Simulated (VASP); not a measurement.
```
CELL_PARAMETERS angstrom
      0.00000     2.65165     2.65165
      2.65165     0.00000     2.65165
      2.65165     2.65165     0.00000
ATOMIC_POSITIONS crystal
  K  0.00000 0.00000 0.00000
  F  0.50000 0.50000 0.50000
```

Method: TPSS meta-GGA, VASP's PBE PAW potentials (set 64) (plane waves; VASP 6.6.1). Run with 520 eV cut-off, 8×8×8 Γ-centred mesh, Gaussian smearing of 0.050 eV, potentials K_sv F.

Give the stress tensor in GPa (positive for a compressed cell).

```
2.08  0.00  0.00
0.00  2.08  0.00
0.00  0.00  2.08
```
The pressure is its mean diagonal, 2.08 GPa.

The compound is KF in the rock salt structure. This cell is one point of a volume scan, at 0.94 of the reference volume.
